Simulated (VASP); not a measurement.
# TiAl2: structure and properties in VASP, part 5 of 6

Wanted: the relaxed cell of TiAl2 and its properties. The start is a cell from a database of measured crystal structures.

VASP 6.6.1; PBEsol; plane waves and PAW (Ti_sv, Al).

So far. Step 6 (Density of states (PBEsol)): The finer mesh and the other smearing move the Fermi level by -0.00 eV from the 7×7×7 run, a small shift, which tests the Fermi level alone. Of the states within 0.3 eV of the Fermi level, the largest shares in the PAW spheres are Ti d 53 % and Al p 5 %. The rest lies in smaller channels or between the spheres. The relaxed cell has a, b, c = 3.900, 12.050, 3.970 Å (conventional setting).

## Step 8: Vibrations at Γ (PBEsol)

Zone-centre modes test whether the atoms sit at a minimum within this cell. IBRION = 8 takes the force constants from linear response, which needs tightly converged orbitals.

INCAR reads:

```
SYSTEM = TiAl2
PREC = Accurate
ENCUT = 400
EDIFF = 1E-08
NELM = 100
ISMEAR = 1
SIGMA = 0.2
LREAL = .FALSE.
ALGO = Normal
GGA = PS
NBANDS = 24
LASPH = .TRUE.
LORBIT = 11
LWAVE = .FALSE.
LCHARG = .FALSE.
KPAR = 4
IBRION = 8
ISIF = 2
```

POSCAR reads:

```
TiAl2
1.0
    3.9003963231      0.0000000000      0.0000000000
    0.0000000000      0.0000000000      3.9698210848
    1.9501981615     -6.0251219383      0.0000000000
Ti Al
2 4
Direct
    0.3437692304      0.0000000000      0.3124615392
    0.6562307696      0.0000000000      0.6875384608
    0.0000000000      0.0000000000      0.0000000000
    0.1728241345      0.5000000000      0.6543517311
    0.8271758655      0.5000000000      0.3456482689
    0.5000000000      0.5000000000      0.0000000000
```

KPOINTS reads:

```
Automatic mesh
0
Gamma
8 8 8
0 0 0
```

The projector-augmented-wave data sets are Ti_sv and Al (PBE family, release 64).

Command:

```
$ mpirun -np 4 vasp_std
```

Log:

```text
[... set-up lines as in an earlier step ...]
 entering main loop
       N       E                     dE             d eps       ncg     rms          rms(c)
DAV:   1     0.290688262851E+03    0.29069E+03   -0.14657E+04  5192   0.126E+03
DAV:   2    -0.316925488111E+01   -0.29386E+03   -0.28855E+03  5136   0.393E+02
DAV:   3    -0.366891152972E+02   -0.33520E+02   -0.33066E+02  9280   0.111E+02
DAV:   4    -0.394256245153E+02   -0.27365E+01   -0.27254E+01  6568   0.290E+01
DAV:   5    -0.396052275386E+02   -0.17960E+00   -0.17959E+00  7920   0.643E+00    0.157E+01
DAV:   6    -0.365919410736E+02    0.30133E+01   -0.45634E+01  6968   0.461E+01    0.669E+00
DAV:   7    -0.357308787659E+02    0.86106E+00   -0.10600E+01  6352   0.221E+01    0.372E+00
DAV:   8    -0.356465518564E+02    0.84327E-01   -0.86138E-01  6672   0.705E+00    0.933E-01
DAV:   9    -0.356393317302E+02    0.72201E-02   -0.10727E-01  7096   0.266E+00    0.419E-01
DAV:  10    -0.356398312308E+02   -0.49950E-03   -0.36199E-03  6512   0.476E-01    0.192E-01
DAV:  11    -0.356399224498E+02   -0.91219E-04   -0.18078E-03  7432   0.289E-01    0.766E-02
DAV:  12    -0.356398981618E+02    0.24288E-04   -0.64790E-04  6696   0.179E-01    0.216E-02
DAV:  13    -0.356398884753E+02    0.96865E-05   -0.74115E-05  6464   0.728E-02    0.600E-03
DAV:  14    -0.356398884137E+02    0.61647E-07   -0.26493E-06  7424   0.122E-02    0.166E-03
DAV:  15    -0.356398885326E+02   -0.11891E-06   -0.26041E-07  7272   0.325E-03    0.836E-04
DAV:  16    -0.356398885248E+02    0.77757E-08   -0.68711E-08  5944   0.185E-03
   1 F= -.35639889E+02 E0= -.35641020E+02  d E =0.339475E-02
 Linear response reoptimize wavefunctions to high precision
DAV:   1    -0.356398885250E+02   -0.20054E-09   -0.31850E-09  4520   0.416E-04
DAV:   2    -0.356398885251E+02   -0.66848E-10   -0.49425E-10  3424   0.182E-04
 Linear response DOF=          12
 Linear response progress:
  Degree of freedom:   1/ 12
       N       E                     dE             d eps       ncg     rms          rms(c)
RMM:   1    -0.737009105312E+00   -0.73701E+00    0.14789E+01  8221   0.129E+02
RMM:   2    -0.662991093137E+00    0.74018E-01   -0.52868E-01 14363   0.513E+00    0.198E-01
RMM:   3    -0.660595558579E+00    0.23955E-02   -0.30667E-02 17198   0.127E+00    0.954E-02
RMM:   4    -0.661592127153E+00   -0.99657E-03   -0.18445E-02 19827   0.578E-01    0.333E-02
RMM:   5    -0.662801758536E+00   -0.12096E-02   -0.15588E-03 19208   0.187E-01    0.129E-02
RMM:   6    -0.663151594379E+00   -0.34984E-03   -0.86638E-04 20148   0.100E-01    0.609E-03
RMM:   7    -0.663339181224E+00   -0.18759E-03   -0.14021E-04 19953   0.478E-02    0.444E-03
RMM:   8    -0.663407353795E+00   -0.68173E-04   -0.58982E-05 19703   0.274E-02    0.692E-04
RMM:   9    -0.663413580296E+00   -0.62265E-05   -0.21065E-05 21413   0.153E-02    0.650E-04
RMM:  10    -0.663428894560E+00   -0.15314E-04   -0.93760E-06 20692   0.861E-03    0.312E-04
RMM:  11    -0.663439703618E+00   -0.10809E-04   -0.55319E-06 20135   0.538E-03    0.179E-04
RMM:  12    -0.663432603019E+00    0.71006E-05   -0.42038E-06 20262   0.337E-03    0.138E-04
RMM:  13    -0.663433108749E+00   -0.50573E-06   -0.28965E-06 20478   0.229E-03    0.954E-05
RMM:  14    -0.663434987607E+00   -0.18789E-05   -0.26003E-06 20121   0.161E-03    0.522E-05
RMM:  15    -0.663435177988E+00   -0.19038E-06   -0.21821E-06 20923   0.117E-03    0.409E-05
RMM:  16    -0.663435705678E+00   -0.52769E-06   -0.18471E-06 19817   0.890E-04    0.261E-05
RMM:  17    -0.663436354992E+00   -0.64931E-06   -0.15565E-06 19175   0.716E-04    0.622E-06
RMM:  18    -0.663436281019E+00    0.73973E-07   -0.12917E-06 20302   0.566E-04    0.988E-06
RMM:  19    -0.663436420723E+00   -0.13970E-06   -0.11250E-06 19795   0.473E-04    0.552E-06
RMM:  20    -0.663436469447E+00   -0.48723E-07   -0.97322E-07 20994   0.397E-04    0.731E-06
RMM:  21    -0.663436472001E+00   -0.25544E-08   -0.82313E-07 19957   0.340E-04    0.128E-05
RMM:  22    -0.663436464176E+00    0.78248E-08   -0.67854E-07 20747   0.297E-04    0.139E-05
RMM:  23    -0.663436486267E+00   -0.22091E-07   -0.60304E-07 17595   0.274E-04    0.837E-06
RMM:  24    -0.663436512625E+00   -0.26357E-07   -0.52922E-07 18271   0.242E-04    0.669E-06
RMM:  25    -0.663436530644E+00   -0.18020E-07   -0.49410E-07 19220   0.216E-04    0.558E-06
RMM:  26    -0.663436536437E+00   -0.57925E-08   -0.43561E-07 20358   0.195E-04    0.621E-06
RMM:  27    -0.663436542257E+00   -0.58201E-08   -0.38418E-07 18430   0.177E-04    0.743E-06
RMM:  28    -0.663436562460E+00   -0.20204E-07   -0.29240E-07 18056   0.164E-04    0.879E-06
RMM:  29    -0.663436570020E+00   -0.75599E-08   -0.23573E-07 18318   0.154E-04    0.755E-06
RMM:  30    -0.663436571377E+00   -0.13563E-08   -0.17711E-07 17525   0.141E-04    0.892E-06
RMM:  31    -0.663436565009E+00    0.63677E-08   -0.14569E-07 19158   0.134E-04    0.116E-05
RMM:  32    -0.663436577138E+00   -0.12129E-07   -0.11037E-07 17096   0.123E-04    0.112E-05
RMM:  33    -0.663436587668E+00   -0.10530E-07   -0.93432E-08 21534   0.119E-04    0.870E-06
RMM:  34    -0.663436587524E+00    0.14411E-09   -0.71825E-08 19773   0.109E-04    0.757E-06
 first order change of Fermi-energy  -0.30241E-03
 force on displaced ion       1 direction 1 :  -9.605  -0.003   0.000
 Linear response progress:
  Degree of freedom:   2/ 12
       N       E                     dE             d eps       ncg     rms          rms(c)
RMM:   1    -0.738912200221E+00   -0.73891E+00    0.18473E+01  5069   0.131E+02
RMM:   2    -0.667407096550E+00    0.71505E-01   -0.60770E-01  8871   0.543E+00    0.219E-01
RMM:   3    -0.664909773259E+00    0.24973E-02   -0.34225E-02  9852   0.138E+00    0.201E-01
RMM:   4    -0.666019096536E+00   -0.11093E-02   -0.18993E-02 10406   0.705E-01    0.748E-02
RMM:   5    -0.666239238183E+00   -0.22014E-03   -0.28417E-03 11941   0.270E-01    0.311E-02
RMM:   6    -0.666428218023E+00   -0.18898E-03   -0.12909E-03 12802   0.136E-01    0.165E-02
RMM:   7    -0.666733267534E+00   -0.30505E-03   -0.20216E-04 12382   0.580E-02    0.564E-03
RMM:   8    -0.666853205914E+00   -0.11994E-03   -0.78418E-05 12396   0.326E-02    0.246E-03
RMM:   9    -0.666895017461E+00   -0.41812E-04   -0.27919E-05 12685   0.185E-02    0.133E-03
RMM:  10    -0.666922890625E+00   -0.27873E-04   -0.10132E-05 12579   0.105E-02    0.622E-04
RMM:  11    -0.666933523087E+00   -0.10632E-04   -0.45513E-06 12894   0.621E-03    0.332E-04
RMM:  12    -0.666942828136E+00   -0.93050E-05   -0.26237E-06 12594   0.382E-03    0.119E-04
RMM:  13    -0.666939964389E+00    0.28637E-05   -0.18572E-06 13221   0.238E-03    0.873E-05
RMM:  14    -0.666940089437E+00   -0.12505E-06   -0.13557E-06 13181   0.155E-03    0.945E-05
[...]
RMM:   3    -0.982673813355E-02   -0.10332E-03   -0.19751E-03 10253   0.227E-01    0.127E-01
RMM:   4    -0.958655530149E-02    0.24018E-03   -0.86641E-04  9481   0.175E-01    0.318E-02
RMM:   5    -0.962675484155E-02   -0.40200E-04   -0.19078E-04 10048   0.763E-02    0.156E-02
RMM:   6    -0.963996555151E-02   -0.13211E-04   -0.40429E-05 11578   0.306E-02    0.104E-02
RMM:   7    -0.965232476878E-02   -0.12359E-04   -0.12609E-05 11458   0.164E-02    0.256E-03
RMM:   8    -0.965525988149E-02   -0.29351E-05   -0.44088E-06 11688   0.838E-03    0.232E-03
RMM:   9    -0.965563605500E-02   -0.37617E-06   -0.12291E-06 12222   0.464E-03    0.116E-03
RMM:  10    -0.965530079140E-02    0.33526E-06   -0.47180E-07 12088   0.249E-03    0.315E-04
RMM:  11    -0.965541065323E-02   -0.10986E-06   -0.19859E-07 12068   0.147E-03    0.187E-04
RMM:  12    -0.965548247334E-02   -0.71820E-07   -0.24968E-09 12961   0.821E-04    0.140E-04
RMM:  13    -0.965566457471E-02   -0.18210E-06    0.36288E-08 12497   0.508E-04    0.266E-05
RMM:  14    -0.965564366316E-02    0.20912E-07    0.63418E-09 12633   0.295E-04    0.500E-05
RMM:  15    -0.965566214413E-02   -0.18481E-07   -0.39728E-09 12535   0.179E-04    0.184E-05
RMM:  16    -0.965567442270E-02   -0.12279E-07    0.10331E-08 12650   0.116E-04    0.877E-06
RMM:  17    -0.965566806079E-02    0.63619E-08    0.94502E-10 13002   0.668E-05    0.596E-06
 first order change of Fermi-energy  -0.76830E-01
 force on displaced ion       4 direction 2 :  -0.000  -7.242   0.000
 Linear response progress:
  Degree of freedom:   9/ 12
       N       E                     dE             d eps       ncg     rms          rms(c)
RMM:   1    -0.910737222877E-02   -0.91074E-02    0.13835E-03 13213   0.101E+00
RMM:   2    -0.760655306379E-02    0.15008E-02   -0.17643E-03 14586   0.207E-01    0.533E-02
RMM:   3    -0.761966023026E-02   -0.13107E-04   -0.54367E-04 15556   0.106E-01    0.271E-02
RMM:   4    -0.771888326785E-02   -0.99223E-04   -0.18725E-04 16800   0.590E-02    0.886E-03
RMM:   5    -0.773254436171E-02   -0.13661E-04   -0.35530E-05 16859   0.252E-02    0.374E-03
RMM:   6    -0.774549036581E-02   -0.12946E-04   -0.11255E-05 16996   0.133E-02    0.253E-03
RMM:   7    -0.774837766557E-02   -0.28873E-05   -0.39596E-06 17090   0.791E-03    0.866E-04
RMM:   8    -0.774760938556E-02    0.76828E-06   -0.15172E-06 17775   0.442E-03    0.246E-04
RMM:   9    -0.774747199801E-02    0.13739E-06   -0.55428E-07 18066   0.254E-03    0.169E-04
RMM:  10    -0.774767641955E-02   -0.20442E-06   -0.29320E-07 17598   0.152E-03    0.866E-05
RMM:  11    -0.774776032609E-02   -0.83907E-07   -0.15087E-07 17909   0.102E-03    0.461E-05
RMM:  12    -0.774774910376E-02    0.11222E-07   -0.17621E-07 17805   0.675E-04    0.198E-05
RMM:  13    -0.774775456492E-02   -0.54612E-08   -0.73870E-08 18295   0.464E-04    0.129E-05
 first order change of Fermi-energy   0.85161E-04
 force on displaced ion       4 direction 3 :   0.000   0.003  -7.110
 Linear response progress:
  Degree of freedom:  10/ 12
       N       E                     dE             d eps       ncg     rms          rms(c)
RMM:   1    -0.867902960519E-02   -0.86790E-02   -0.69640E-05 11042   0.482E-01
RMM:   2    -0.693331883131E-02    0.17457E-02   -0.13626E-03 10784   0.146E-01    0.428E-02
RMM:   3    -0.694433033605E-02   -0.11012E-04   -0.35806E-04 10738   0.704E-02    0.226E-02
RMM:   4    -0.700892795658E-02   -0.64598E-04   -0.13875E-04 11065   0.387E-02    0.656E-03
RMM:   5    -0.700958347170E-02   -0.65552E-06   -0.23580E-05 11093   0.173E-02    0.258E-03
RMM:   6    -0.701543455031E-02   -0.58511E-05   -0.69244E-06 12149   0.798E-03    0.780E-04
RMM:   7    -0.701364512784E-02    0.17894E-05   -0.21121E-06 11761   0.428E-03    0.332E-04
RMM:   8    -0.701412605832E-02   -0.48093E-06   -0.69794E-07 11825   0.228E-03    0.147E-04
RMM:   9    -0.701454627267E-02   -0.42021E-06   -0.92155E-08 12637   0.126E-03    0.404E-05
RMM:  10    -0.701449410243E-02    0.52170E-07    0.22293E-08 12328   0.651E-04    0.264E-05
RMM:  11    -0.701449738799E-02   -0.32856E-08    0.97294E-08 12790   0.384E-04    0.156E-05
 first order change of Fermi-energy  -0.32646E-03
 force on displaced ion       6 direction 1 :  -6.569   0.000   0.000
 Linear response progress:
  Degree of freedom:  11/ 12
       N       E                     dE             d eps       ncg     rms          rms(c)
RMM:   1    -0.128576414639E-01   -0.12858E-01    0.61638E-03 12318   0.100E+00
RMM:   2    -0.105009846177E-01    0.23567E-02   -0.50538E-03  9740   0.373E-01    0.140E-01
RMM:   3    -0.117235380107E-01   -0.12226E-02   -0.91274E-03 11191   0.493E-01    0.329E-01
RMM:   4    -0.100538997306E-01    0.16696E-02   -0.55787E-03  9698   0.371E-01    0.327E-02
RMM:   5    -0.100751990375E-01   -0.21299E-04   -0.48903E-04 10748   0.112E-01    0.268E-02
RMM:   6    -0.100791621660E-01   -0.39631E-05   -0.55009E-05 10189   0.406E-02    0.162E-02
RMM:   7    -0.101015522510E-01   -0.22390E-04   -0.22506E-05 11546   0.198E-02    0.687E-03
RMM:   8    -0.100999202000E-01    0.16321E-05   -0.77598E-06 10358   0.119E-02    0.155E-03
RMM:   9    -0.101005560517E-01   -0.63585E-06   -0.36328E-06 12022   0.556E-03    0.617E-04
RMM:  10    -0.101005262084E-01    0.29843E-07   -0.81405E-07 12012   0.236E-03    0.797E-04
RMM:  11    -0.101002128405E-01    0.31337E-06   -0.27136E-07 11567   0.130E-03    0.766E-04
RMM:  12    -0.101003157528E-01   -0.10291E-06   -0.17909E-07 10844   0.956E-04    0.751E-04
RMM:  13    -0.101005152205E-01   -0.19947E-06   -0.51524E-08 11873   0.542E-04    0.633E-04
RMM:  14    -0.101005547362E-01   -0.39516E-07   -0.49643E-08 12629   0.295E-04    0.594E-04
RMM:  15    -0.101006601343E-01   -0.10540E-06    0.39296E-09 11322   0.229E-04    0.450E-04
RMM:  16    -0.101009418941E-01   -0.28176E-06    0.50956E-08 10785   0.405E-04    0.639E-05
RMM:  17    -0.101009577428E-01   -0.15849E-07   -0.76807E-10 12166   0.126E-04    0.853E-05
RMM:  18    -0.101009530793E-01    0.46634E-08   -0.89701E-09 12231   0.659E-05    0.109E-04
 first order change of Fermi-energy   0.20457E-04
 force on displaced ion       6 direction 2 :  -0.000  -8.263   0.000
 Linear response progress:
  Degree of freedom:  12/ 12
       N       E                     dE             d eps       ncg     rms          rms(c)
RMM:   1    -0.981201460280E-02   -0.98120E-02    0.15052E-03  9585   0.955E-01
RMM:   2    -0.784952322293E-02    0.19625E-02   -0.26376E-03 10127   0.213E-01    0.588E-02
RMM:   3    -0.782410890321E-02    0.25414E-04   -0.58008E-04 10865   0.998E-02    0.308E-02
RMM:   4    -0.792811958451E-02   -0.10401E-03   -0.19255E-04 11340   0.545E-02    0.985E-03
RMM:   5    -0.794611333118E-02   -0.17994E-04   -0.37168E-05 11409   0.221E-02    0.381E-03
RMM:   6    -0.796143887463E-02   -0.15326E-04   -0.10242E-05 11896   0.107E-02    0.106E-03
RMM:   7    -0.795996254934E-02    0.14763E-05   -0.37807E-06 11760   0.564E-03    0.450E-04
RMM:   8    -0.796203067195E-02   -0.20681E-05   -0.13851E-06 11550   0.321E-03    0.251E-04
RMM:   9    -0.796210428820E-02   -0.73616E-07   -0.77991E-07 12225   0.181E-03    0.635E-05
RMM:  10    -0.796181362418E-02    0.29066E-06   -0.49813E-07 12131   0.104E-03    0.431E-05
RMM:  11    -0.796191088338E-02   -0.97259E-07   -0.28774E-07 12191   0.615E-04    0.288E-05
RMM:  12    -0.796202801292E-02   -0.11713E-06   -0.31013E-07 12312   0.393E-04    0.104E-05
RMM:  13    -0.796198762490E-02    0.40388E-07   -0.10197E-07 12276   0.250E-04    0.206E-05
RMM:  14    -0.796201389875E-02   -0.26274E-07   -0.12697E-07 12225   0.166E-04    0.131E-05
RMM:  15    -0.796206303496E-02   -0.49136E-07   -0.39080E-08 11593   0.121E-04    0.162E-05
RMM:  16    -0.796201145832E-02    0.51577E-07   -0.50167E-08 11269   0.875E-05    0.132E-05
RMM:  17    -0.796202794848E-02   -0.16490E-07   -0.14581E-08 11777   0.573E-05    0.465E-06
RMM:  18    -0.796204495767E-02   -0.17009E-07   -0.21310E-08 11768   0.400E-05    0.299E-06
RMM:  19    -0.796204205844E-02    0.28992E-08   -0.58756E-09 12117   0.260E-05    0.766E-07
 first order change of Fermi-energy  -0.23935E-04
 force on displaced ion       6 direction 3 :  -0.000   0.000  -9.548
 Linear response finished
```

Wall time 15 min (4 MPI ranks of Intel Xeon Platinum 8559C (Emerald Rapids), shared host); peak memory 2.5 GiB; 59 min of CPU time.

(Continued in part 6 of 6.)

[Lines on the potential files, build, host, timing and source positions are cut from VASP's logs without a mark.]

[Logs are printed without paths, hosts, clocks, repeated set-up lines and the standing remarks that a program may print on its own settings, such as how far it seeks lower states.]

[Hosts, paths, dates, database ids (printed as entryN), source tags and the programs' standing remarks are cut or masked in the printed files.]

[A measured line is paired with the nearest computed mode of its activity, which favours agreement.]

[In band tables of VASP the shares of atoms and orbitals are scaled to a sum of 1 inside the atoms' spheres.]
